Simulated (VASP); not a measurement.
Input:

```
CELL_PARAMETERS angstrom
      0.00000     3.22166     3.22166
      3.22166     0.00000     3.22166
      3.22166     3.22166     0.00000
ATOMIC_POSITIONS crystal
  Mg 0.00000 0.00000 0.00000
  Te 0.25000 0.25000 0.25000
```

Computed with PBEsol GGA, VASP's PBE PAW potentials (set 64) (plane waves; VASP). Run with 400 eV cut-off, Gaussian smearing of 0.050 eV, potentials Mg Te.

Unless said otherwise, spin-orbit coupling is left out, though it shifts the bands of the heavy elements here.

Question: Estimate the band gap (along the path) with the smallest direct gap where there is one.

Answer: 
| Item | Value |
|---|---|
| band gap (along the path) | 2.34 eV |
| smallest direct gap (along the path) | 2.34 eV |

The absolute energy has meaning only against runs of the same code, potentials and settings.

The compound is MgTe in the zinc blende structure, whereas wurtzite is the usual form. It was relaxed first.
